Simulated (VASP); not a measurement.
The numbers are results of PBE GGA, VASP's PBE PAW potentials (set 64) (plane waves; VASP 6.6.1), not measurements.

Input for VASP

### INCAR
```
! general
SYSTEM =LaS
PREC   =Accurate
ENCUT  =400
LREAL  =F
LASPH  =T

! electronic loop
EDIFF  =1E-6
NELM   =100
ALGO   =Normal
LMAXMIX=6

! smearing
ISMEAR =1
SIGMA  =0.1

! functional
GGA    =PE

! ions
IBRION =2
NSW    =60
ISIF   =3
EDIFFG =-0.02

! output
LWAVE  =F
LCHARG =F
```

### KPOINTS
```
Automatic mesh
0
Gamma
8 8 4
0 0 0
```

**POSCAR**
```
LaS
1
    4.0654695143    -0.0000000000    -0.0000000000
   -2.0327347571     3.5207999460    -0.0000000000
    0.0000000000    -0.0000000000     7.3040074731
La S
2 2
Direct
  1.0000000000   1.0000000000   1.0000000000
  1.0000000000   1.0000000000   0.5000000000
  0.3333330000   0.6666670000   0.2500000000
  0.6666670000   0.3333330000   0.7500000000
```

POTCAR, in this order: La S (PBE.64 set). Program: vasp_std.

Output of the run:

File OSZICAR:
```
       N       E                     dE             d eps       ncg     rms          rms(c)
DAV:   1     0.350712227002E+03    0.35071E+03   -0.10595E+04  1260   0.179E+03
DAV:   2     0.354356348994E+02   -0.31528E+03   -0.31031E+03  2092   0.353E+02
DAV:   3    -0.197455540626E+02   -0.55181E+02   -0.54817E+02  2060   0.185E+02
DAV:   4    -0.255108613364E+02   -0.57653E+01   -0.55410E+01  2243   0.423E+01
DAV:   5    -0.262421658699E+02   -0.73130E+00   -0.69536E+00  2136   0.178E+01    0.683E+00
DAV:   6    -0.259263441750E+02    0.31582E+00   -0.17773E+00  2272   0.810E+00    0.459E+00
DAV:   7    -0.259167370689E+02    0.96071E-02   -0.45466E-01  2208   0.500E+00    0.182E+00
DAV:   8    -0.259206785945E+02   -0.39415E-02   -0.55977E-02  2296   0.183E+00    0.278E-01
DAV:   9    -0.259204876842E+02    0.19091E-03   -0.51612E-03  2248   0.755E-01    0.111E-01
DAV:  10    -0.259206466255E+02   -0.15894E-03   -0.96991E-04  2384   0.261E-01    0.277E-02
DAV:  11    -0.259206632130E+02   -0.16587E-04   -0.14685E-04  2240   0.109E-01    0.151E-02
DAV:  12    -0.259206775252E+02   -0.14312E-04   -0.21809E-05  1664   0.361E-02    0.884E-03
DAV:  13    -0.259206780196E+02   -0.49440E-06   -0.13192E-06  1080   0.150E-02
   1 F= -.25920678E+02 E0= -.25921060E+02  d E =-.259207E+02
       N       E                     dE             d eps       ncg     rms          rms(c)
DAV:   1    -0.259307669546E+02   -0.10089E-01   -0.67502E-01  2229   0.143E+01    0.481E-01
DAV:   2    -0.259262020930E+02    0.45649E-02   -0.24957E-02  2125   0.157E+00    0.245E-01
DAV:   3    -0.259239914145E+02    0.22107E-02   -0.99849E-03  2352   0.115E+00    0.790E-02
DAV:   4    -0.259240077063E+02   -0.16292E-04   -0.49130E-04  2048   0.195E-01    0.395E-02
DAV:   5    -0.259240122250E+02   -0.45187E-05   -0.60868E-05  2488   0.741E-02    0.107E-02
DAV:   6    -0.259240116358E+02    0.58919E-06   -0.52867E-06  1608   0.227E-02
   2 F= -.25924012E+02 E0= -.25924587E+02  d E =-.333362E-02
       N       E                     dE             d eps       ncg     rms          rms(c)
DAV:   1    -0.259266832968E+02   -0.26711E-02   -0.22057E-01  2222   0.817E+00    0.275E-01
DAV:   2    -0.259252157557E+02    0.14675E-02   -0.79592E-03  2086   0.873E-01    0.139E-01
DAV:   3    -0.259245065706E+02    0.70919E-03   -0.31865E-03  2360   0.651E-01    0.448E-02
DAV:   4    -0.259245120901E+02   -0.55195E-05   -0.15099E-04  2056   0.105E-01    0.224E-02
DAV:   5    -0.259245122926E+02   -0.20244E-06   -0.19262E-05  2328   0.420E-02    0.576E-03
DAV:   6    -0.259245119140E+02    0.37855E-06   -0.12361E-06  1096   0.147E-02
   3 F= -.25924512E+02 E0= -.25925209E+02  d E =-.383389E-02
       N       E                     dE             d eps       ncg     rms          rms(c)
DAV:   1    -0.259427133485E+02   -0.18201E-01   -0.80484E-01  2257   0.134E+01    0.770E-01
DAV:   2    -0.259289857925E+02    0.13728E-01   -0.40510E-02  2089   0.199E+00    0.314E-01
DAV:   3    -0.259252937859E+02    0.36920E-02   -0.18014E-02  2216   0.133E+00    0.137E-01
DAV:   4    -0.259253669189E+02   -0.73133E-04   -0.12107E-03  2289   0.314E-01    0.564E-02
DAV:   5    -0.259253713155E+02   -0.43966E-05   -0.21993E-04  2496   0.131E-01    0.273E-02
DAV:   6    -0.259253800660E+02   -0.87504E-05   -0.30141E-05  2304   0.360E-02    0.912E-03
DAV:   7    -0.259253758509E+02    0.42151E-05   -0.72664E-06  1792   0.210E-02    0.838E-03
DAV:   8    -0.259253764787E+02   -0.62777E-06   -0.76697E-07  1080   0.140E-02
   4 F= -.25925376E+02 E0= -.25926228E+02  d E =-.864565E-03
       N       E                     dE             d eps       ncg     rms          rms(c)
DAV:   1    -0.259270399783E+02   -0.16641E-02   -0.67357E-02  2264   0.381E+00    0.222E-01
DAV:   2    -0.259258724691E+02    0.11675E-02   -0.36199E-03  2188   0.624E-01    0.910E-02
DAV:   3    -0.259255680668E+02    0.30440E-03   -0.15540E-03  2264   0.380E-01    0.395E-02
DAV:   4    -0.259255657178E+02    0.23490E-05   -0.10559E-04  2175   0.934E-02    0.164E-02
DAV:   5    -0.259255607008E+02    0.50170E-05   -0.18235E-05  2371   0.404E-02    0.850E-03
DAV:   6    -0.259255591276E+02    0.15732E-05   -0.21477E-06  1336   0.110E-02    0.220E-03
DAV:   7    -0.259255600115E+02   -0.88387E-06   -0.47668E-07  1075   0.132E-02
   5 F= -.25925560E+02 E0= -.25926372E+02  d E =-.104810E-02
```

### OUTCAR
```
------------------------ aborting loop because EDIFF is reached ----------------------------------------
  FORCE on cell =-STRESS in cart. coord.  units (eV):
  Direction    XX          YY          ZZ          XY          YZ          ZX
  --------------------------------------------------------------------------------------
  Total       -0.0035359     -0.0035359     -0.0216226     -0.0000000      0.0000000      0.0000000
  in kB       -0.0542383     -0.0542383     -0.3316784     -0.0000000      0.0000000      0.0000000
  external PRESSURE =      -0.1467183 kB  Pullay stress =       0.0000000 kB
  volume of cell :      104.45
      direct lattice vectors                 reciprocal lattice vectors
     4.037854141 -0.000000000 -0.000000000     0.247656296  0.142984426  0.000000000
    -2.018927070  3.496884330  0.000000000     0.000000000  0.285968853  0.000000000
    -0.000000000 -0.000000000  7.397236786    -0.000000000 -0.000000000  0.135185614
 POSITION                                       TOTAL-FORCE (eV/Angst)
 -----------------------------------------------------------------------------------
      0.00000     -0.00000      0.00000        -0.000000      0.000000     -0.000000
     -0.00000     -0.00000      3.69862        -0.000000      0.000000     -0.000000
     -0.00000      2.33126      1.84931         0.000000     -0.000000     -0.000000
      2.01893      1.16563      5.54793        -0.000000      0.000000      0.000000
 -----------------------------------------------------------------------------------
    total drift:                               -0.000000      0.000000      0.000000
  FREE ENERGIE OF THE ION-ELECTRON SYSTEM (eV)
  ---------------------------------------------------
  free  energy   TOTEN  =       -25.9255600115 eV

  energy  without entropy=      -25.9279954291  energy(sigma->0) =      -25.92637182

 reached required accuracy - stopping structural energy minimisation
```
(Selected blocks of OUTCAR.)

### CONTCAR
```
LaS
   1.00000000000000
     4.0378541410038826   -0.0000000000003904   -0.0000000000000000
    -2.0189270704526194    3.4968843298028398    0.0000000000000000
    -0.0000000000000000   -0.0000000000000000    7.3972367863318791
  La              S
     2     2
Direct
     0.0000000000000000    0.0000000000000000    0.0000000000000000
     0.0000000000000000    0.0000000000000000    0.5000000000000000
     0.3333330000000032    0.6666669999999968    0.2500000000000000
     0.6666669999999968    0.3333330000000032    0.7500000000000000
```

File OUTCAR:
```
 val. band max:        8.5484522716   @ k =   0.0000   0.0000   0.5000

 cond. band min:       8.5748586127   @ k =   0.1250   0.1250   0.5000


 Fermi energy:         8.5567099939

 k-point     1 :       0.0000    0.0000    0.0000
  band No.  band energies     occupation
      1     -24.7431      2.00000
      2     -24.6562      2.00000
      3      -9.4317      2.00000
      4      -8.2729      2.00000
      5      -8.2729      2.00000
      6      -8.1563      2.00000
      7      -8.1563      2.00000
      8      -8.0670      2.00000
      9      -5.2740      2.00000
     10      -3.9600      2.00000
     11       2.9688      2.00000
     12       4.3291      2.00000
     13       4.3291      2.00000
     14       5.1525      2.00000
     15       5.4737      2.00000
     16       5.4737      2.00000
     17       7.0657      2.00000
     18       9.1700     -0.00000
     19       9.1701     -0.00000
     20       9.3264     -0.00000
     21       9.3269     -0.00000

 k-point     2 :       0.1250    0.0000    0.0000
  band No.  band energies     occupation
      1     -24.7336      2.00000
      2     -24.6477      2.00000
      3      -9.3673      2.00000
      4      -8.4569      2.00000
      5      -8.2981      2.00000
      6      -8.2588      2.00000
      7      -8.1774      2.00000
      8      -8.0503      2.00000
      9      -5.0781      2.00000
     10      -4.1030      2.00000
     11       3.2188      2.00000
     12       4.3456      2.00000
     13       4.3759      2.00000
     14       4.8751      2.00000
     15       4.9615      2.00000
     16       5.3801      2.00000
     17       7.2630      2.00000
     18       8.8094     -0.00206
     19       9.3432     -0.00000
     20       9.3626     -0.00000
     21       9.5141     -0.00000

 k-point     3 :       0.2500    0.0000    0.0000
  band No.  band energies     occupation
      1     -24.7104      2.00000
      2     -24.6271      2.00000
      3      -9.2081      2.00000
...
```

The structure was generated: LaS was put into the NiAs type type (P6_3/mmc), which need not be its known phase. This run relaxes it. Symmetry was kept, so distortions that lower it aren't found. The start is the result of an earlier pass.
